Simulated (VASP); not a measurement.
Given:

```xyz
2
Lattice="0.0000 2.8985 2.8985 2.8985 0.0000 2.8985 2.8985 2.8985 0.0000" Properties=species:S:1:pos:R:3 pbc="T T T"
W      4.3477     4.3477     4.3477
W      2.8985     2.8985     2.8985
```

The numbers are results of PBE GGA, VASP's PBE PAW potentials (set 64) (plane waves; VASP), not measurements. Run with 400 eV cut-off, 10×10×10 Γ-centred mesh, first-order Methfessel-Paxton smearing of 0.10 eV, potentials W_sv.

Unless said otherwise, spin-orbit coupling is left out, though it shifts the bands of the heavy elements here.

Predict the energy per atom (σ→0), pressure, band gap (on the k-mesh) with the smallest direct gap where there is one.

```json
{
 "band gap (on the k-mesh)": "none (metal, semimetal or under 0.01 eV)",
 "energy per atom (σ→0)": "-10.290 eV/atom",
 "pressure": "2.56 GPa"
}
```

Only differences to runs with the same potentials and settings are physical.

The structure was generated: W was put into the diamond type (Fd-3m), which need not be its known phase. The cell was not relaxed at this level.
